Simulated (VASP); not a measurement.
Data:

```xyz
4
Lattice="0.0000 1.8950 1.8950 1.8950 0.0000 1.8950 7.5768 7.5768 0.0031" Properties=species:S:1:pos:R:3 pbc="T T T"
Rh     1.8962     1.8962     3.7887
Rh     3.7892     1.8942     1.8958
Rh     3.7872     3.7872     0.0028
Ir     7.5776     5.6826     1.8973
```

Calculation: PBEsol GGA, VASP's PBE PAW potentials (set 64) (plane waves; VASP). Run with 400 eV cut-off, 15×15×4 Γ-centred mesh, tetrahedra with Blöchl corrections, potentials Rh_pv Ir.

Unless said otherwise, spin-orbit coupling is left out, though it shifts the bands of the heavy elements here.

Q: What does the run give for the energy per atom (σ→0), band gap (on the k-mesh) with the smallest direct gap where there is one?

A: 
- band gap (on the k-mesh): none (metal, semimetal or under 0.01 eV)
- energy per atom (σ→0): -8.571 eV/atom

The structure was generated: IrRh3 was put into an ordered model structure (R-3m), which need not be its known phase. It was relaxed first.
